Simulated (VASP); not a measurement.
An input for Ansatz (written as the equivalent of a VASP run, and not itself run):

Ansatz 0.2 input:
```yaml
crystal:
  lattice:
    - [4.0091285, 0.0000000, 0.0000000]
    - [0.0000000, 4.0091285, 0.0000000]
    - [0.0000000, 0.0000000, 4.0091285]
  atoms:
    - { symbol: Ba, position: [0.0000000, 0.0000000, 0.0000000] }
    - { symbol: Ti, position: [0.5000000, 0.5000000, 0.5000000] }
    - { symbol: O, position: [0.5000000, 0.0000000, 0.5000000] }
    - { symbol: O, position: [0.0000000, 0.5000000, 0.5000000] }
    - { symbol: O, position: [0.5000000, 0.5000000, 0.0000000] }
kpoints:
  mp_grid: { grid: [5, 5, 5] }
hamiltonian:
  xc: pbe
  dispersion: d3bj
  pseudopotentials: { kind: paw }
scf:
  occupations: { method: gaussian, width: 0.05 }
  max_iter: 100
relax:
  max_steps: 60
  f_tol: 0.02
  cell: {}
output: { forces: true, stress: true, eigenvalues: true }
```

### Question
Translate this input to VASP (INCAR, KPOINTS, POSCAR, choice of POTCAR).

### Answer
Several could match; the one computed here: 
INCAR:
```
SYSTEM = BaTiO3
PREC = Accurate; ENCUT = 520; LREAL = .FALSE.
LASPH = .TRUE.
EDIFF = 1E-6; NELM = 100; ALGO = Normal
LMAXMIX = 4
ISMEAR = 0; SIGMA = 0.05
GGA = PE; IVDW = 12
IBRION = 2; NSW = 60; ISIF = 3
EDIFFG = -0.02
LWAVE = .FALSE.; LCHARG = .FALSE.
```

**POSCAR**
```
BaTiO3
1
    4.0091285456    -0.0000000000     0.0000000000
   -0.0000000000     4.0091285456    -0.0000000000
    0.0000000000    -0.0000000000     4.0091285456
Ba Ti O
1 1 3
Direct
  0.0000000000   0.0000000000   0.0000000000
  0.5000000000   0.5000000000   0.5000000000
  0.5000000000   0.0000000000   0.5000000000
  0.0000000000   0.5000000000   0.5000000000
  0.5000000000   0.5000000000   0.0000000000
```

### KPOINTS
```
Automatic mesh
0
gamma
  5 5 5
```

POTCAR, in this order: Ba_sv Ti_sv O (PBE.64 set). Program: vasp_std.

Limits of the translation: each code has its own PAW files, so the cut-off isn't converted (ENCUT is set for VASP's; basis.ecutwfc is left out, and Ansatz then takes the one that its files recommend); Ansatz stops its SCF on the density residual and VASP on the energy change (EDIFF).

The compound is BaTiO3 in the cubic perovskite structure, the ideal cubic form; the compound distorts at low or room temperature. This run relaxes it. Symmetry was kept, so distortions that lower it aren't found. The start is the result of an earlier pass.
